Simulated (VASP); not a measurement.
Zn (hcp) is relaxed at rising pressure, each step from the one before. Symmetry mostly holds the structure type, and other phases were not tried. The mesh follows the cell, and a change of mesh leaves a small step in the series.

```
Zn
1.0
    1.30586    -2.26181     0.00000
    1.30586     2.26181     0.00000
    0.00000     0.00000     4.81122
Zn
2
Direct
  0.33333   0.66667   0.25000
  0.66667   0.33333   0.75000
```

Level of theory: PBEsol GGA, VASP's PBE PAW potentials (set 64) (plane waves; VASP). Numerical set-up: 500 eV cut-off, 16×16×8 Γ-centred mesh, first-order Methfessel-Paxton smearing of 0.10 eV, potentials Zn.

```csv
P (GPa),V (Å³/atom),H − H(0) (eV/atom),space group,gap on the mesh (eV),k-mesh
0,14.21,0.000,P6_3/mmc,0.00,16×16×8
5,13.54,0.433,P6_3/mmc,0.00,16×16×8
10,[?],[?],P6_3/mmc,0.00,16×16×8
20,[?],[?],P6_3/mmc,0.00,17×17×8
30,11.53,2.361,P6_3/mmc,0.00,17×17×9
45,10.87,3.408,P6_3/mmc,0.00,17×17×9
```

Task: What belongs in the gaps?

Result: 
- 20, V (Å³/atom): 12.10
- 20, H − H(0) (eV/atom): 1.625
- 10, V (Å³/atom): 12.99
- 10, H − H(0) (eV/atom): 0.846

Pressures at which the relaxation failed are left out.

The compound is Zn in the hcp structure.
